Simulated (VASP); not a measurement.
Here is the system:

```
CELL_PARAMETERS angstrom
      4.50289     0.00000     0.00000
     -2.25145     3.89962     0.00000
      0.00000     0.00000     7.10327
ATOMIC_POSITIONS crystal
  Mg 0.00000 0.00000 0.00000
  Mg 0.33333 0.66667 0.36731
  Mg 0.66667 0.33333 0.63269
  Sb 0.33333 0.66667 0.77587
  Sb 0.66667 0.33333 0.22413
```

All values below come from LDA (Ceperley-Alder, Perdew-Zunger), VASP's LDA PAW potentials (set 64) (plane waves; VASP). Run with 400 eV cut-off, Gaussian smearing of 0.050 eV, potentials Mg Sb.

Unless said otherwise, spin-orbit coupling is left out, though it shifts the bands of the heavy elements here.

### Question
Give the energies of bands 3 to 11 at the high-symmetry points, in eV from the valence-band maximum.

### Answer

| band | Γ | M | K | A | L | H |
|---|---|---|---|---|---|---|
| 3 | -5.18 | -4.92 | -4.61 | -3.18 | -5.19 | -4.55 |
| 4 | -1.20 | -3.96 | -3.79 | -3.18 | -4.83 | -4.55 |
| 5 | -1.20 | -3.45 | -3.79 | -0.85 | -2.02 | -4.25 |
| 6 | -0.46 | -2.47 | -2.73 | -0.85 | -1.77 | -3.53 |
| 7 | -0.46 | -2.35 | -2.73 | -0.83 | -1.74 | -1.05 |
| 8 | 0.00 | -0.97 | -2.68 | -0.83 | -1.65 | -1.05 |
| 9 | 1.19 | 0.27 | 0.14 | 1.74 | 0.43 | 1.75 |
| 10 | 1.20 | 1.96 | 4.16 | 1.90 | 1.23 | 1.75 |
| 11 | 3.01 | 2.10 | 4.28 | 2.65 | 1.69 | 2.46 |

The gap is indirect, 0.14 eV, from the valence maximum at Γ to the conduction minimum at K.

The structure comes from a computed database's Mg3Sb2 entry (P-3m1); how it stands against other phases isn't given here. It was relaxed first.
